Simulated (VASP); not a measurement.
OSZICAR of a VASP run on FeP (relaxed from the rock salt structure, space group Fm-3m):

**OSZICAR**
```
       N       E                     dE             d eps       ncg     rms          rms(c)
DAV:   1     0.451736774613E+02    0.45174E+02   -0.51934E+03  5435   0.100E+03
DAV:   2    -0.138231798732E+02   -0.58997E+02   -0.55312E+02  5369   0.205E+02
DAV:   3    -0.164629742407E+02   -0.26398E+01   -0.25503E+01  6193   0.497E+01
DAV:   4    -0.165269200961E+02   -0.63946E-01   -0.63667E-01  6373   0.737E+00
DAV:   5    -0.165285611104E+02   -0.16410E-02   -0.16462E-02  6606   0.117E+00    0.165E+01
DAV:   6    -0.187933108338E+02   -0.22647E+01   -0.51628E+01  6320   0.116E+02    0.202E+01
DAV:   7    -0.148157849187E+02    0.39775E+01   -0.27256E+01  6081   0.841E+01    0.423E+00
DAV:   8    -0.148168072832E+02   -0.10224E-02   -0.58291E-01  6045   0.733E+00    0.161E+00
DAV:   9    -0.148108782070E+02    0.59291E-02   -0.27060E-02  8079   0.246E+00    0.536E-01
DAV:  10    -0.148104409763E+02    0.43723E-03   -0.83944E-04  5871   0.249E-01    0.201E-01
DAV:  11    -0.148103048193E+02    0.13616E-03   -0.14549E-04  6538   0.145E-01    0.731E-02
DAV:  12    -0.148102686696E+02    0.36150E-04   -0.34131E-05  7551   0.510E-02    0.322E-02
DAV:  13    -0.148102644635E+02    0.42061E-05   -0.12036E-06  6447   0.157E-02    0.105E-02
DAV:  14    -0.148102616122E+02    0.28513E-05   -0.74063E-07  5845   0.113E-02    0.457E-03
DAV:  15    -0.148102648674E+02   -0.32551E-05   -0.31448E-07  3561   0.459E-03    0.225E-03
DAV:  16    -0.148102663360E+02   -0.14687E-05   -0.10920E-07  3280   0.251E-03    0.827E-04
DAV:  17    -0.148102669340E+02   -0.59799E-06   -0.24429E-08  2949   0.139E-03    0.412E-04
DAV:  18    -0.148102669258E+02    0.82480E-08   -0.34823E-09  2928   0.826E-04
   1 F= -.14810267E+02 E0= -.14810267E+02  d E =0.000000E+00  mag=     1.0164
```

Q: Which electronic solver shows in the log?

A: It is blocked Davidson (ALGO = Normal, or the opening steps of other solvers). The INCAR had ALGO = Normal.

Q: How was spin treated?

A: Collinear spin (ISPIN = 2): the summary line carries one mag value, 1.02 μB in the cell.

Q: Can the final energy be trusted as converged?

A: The run converged. It stopped with EDIFF = 1E-7, NELM = 100 (PBEsol GGA, plane waves, VASP's PBE PAW potentials (set 64)).

The structure was generated: FeP was put into the rock salt type (Fm-3m), which need not be its known phase. It was relaxed first, which changed the volume by -30 %.
